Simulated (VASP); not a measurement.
VASP runs on RuS (a trial cell in the CsCl structure, space group Pm-3m) share one base input (PBE GGA, plane waves, VASP's PBE PAW potentials (set 64)) and change the settings named in each case.

KPOINTS:
```
Regular mesh
0
Gamma
 9 9 9
```

**POSCAR**
```
RuS
1
    2.7970250000     0.0000000000     0.0000000000
    0.0000000000     2.7970250000     0.0000000000
    0.0000000000     0.0000000000     2.7970250000
Ru S
1 1
Direct
  0.0000000000   0.0000000000   0.0000000000
  0.5000000000   0.5000000000   0.5000000000
```

**INCAR**
```
ALGO=Normal
EDIFF=1E-6
ENCUT=400
GGA=PE
ISIF=2
ISMEAR=0
LASPH=.TRUE.
LCHARG=.FALSE.
LMAXMIX=4
LREAL=.FALSE.
LWAVE=.FALSE.
NELM=100
PREC=Accurate
SIGMA=0.05
SYSTEM=RuS
```

POTCAR, in this order: Ru_pv S (PBE.64 set). Program: vasp_std.

```tsv
change	pressure (GPa)	electronic steps
base run	61.98	13
EDIFF = 1E-2	63.68	9
EDIFF = 1E-3	63.40	9
EDIFF = 1E-4	61.43	10
EDIFF = 1E-5	62.04	12
EDIFF = 1E-8	62.00	15
```

Left out are runs that ran out of time, are held back, or changed the cell or the kind of run, fixed moments of cells without a moment, rows past the twelfth, gaps on odd meshes, pressures of charged cells and columns that move by less than the noise.

The structure was generated: RuS was put into the CsCl type (Pm-3m), which need not be its known phase. The cell was not relaxed at this level.
